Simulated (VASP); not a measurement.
Consider the following.

```
Fe
1.0
   -1.43500     1.43500     1.43500
    1.43500    -1.43500     1.43500
    1.43500     1.43500    -1.43500
Fe
1
Direct
  0.00000   0.00000   0.00000
```
Starting moments (μB, in the order of the record's atoms Fe): 2.5.

These are PBE GGA, VASP's PBE PAW potentials (set 64) (plane waves; VASP) values and carry that method's errors. Settings: 400 eV cut-off, 13×13×13 Γ-centred mesh, first-order Methfessel-Paxton smearing of 0.10 eV, potentials Fe.

Energy and stress use the plane-wave basis of the starting cell.

Problem. The ions, cell shape and volume are relaxed. Predict the relaxed structure.

Solution. 
```
Fe
1.0
   -1.41198     1.41198     1.41198
    1.41198    -1.41198     1.41198
    1.41198     1.41198    -1.41198
Fe
1
Cartesian
  0.00000   0.00000   0.00000
```
Space group Im-3m (229), at a tolerance of 0.03 Å. The cell ends with 2.12 μB, on the sites 2.12 μB.

Problem. How do energy and volume change from the first to the last step?

Solution. The energy (σ→0) changes by -15.3 meV/atom and the volume by -4.7 %, in 3 ionic steps.

The compound is Fe in the bcc structure. This run relaxes it. Symmetry was kept, so distortions that lower it aren't found.
